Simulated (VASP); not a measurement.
Given:

```
CELL_PARAMETERS angstrom
      2.27896    -3.94728     0.00000
      2.27896     3.94728     0.00000
      0.00000     0.00000     7.22047
ATOMIC_POSITIONS crystal
  Mg 0.00000 0.00000 0.00000
  Mg 0.33333 0.66667 0.63357
  Mg 0.66667 0.33333 0.36643
  Sb 0.33333 0.66667 0.22766
  Sb 0.66667 0.33333 0.77234
```

Calculation: r2SCAN+rVV10, VASP's PBE PAW potentials (set 64) (plane waves; VASP 6.6.1). Numerical set-up: 520 eV cut-off, 6×6×4 Γ-centred mesh, tetrahedra with Blöchl corrections, potentials Mg Sb.

The cores are frozen, which limits the accuracy of field gradients.

### Question
Give the principal components of the electric field gradient (V/Å²) and the asymmetry η at each nucleus.

### Answer

```csv
atom,Vxx,Vyy,Vzz,η
Mg1,-0.6,-0.6,1.1,0.00
Mg2,-0.7,-0.7,1.5,0.00
Mg3,-0.7,-0.7,1.5,0.00
Sb4,-19.2,-19.2,38.3,0.00
Sb5,-19.2,-19.2,38.3,0.00
```

The compound is Mg3Sb2 in the a-la2o3 structure. It was relaxed first.
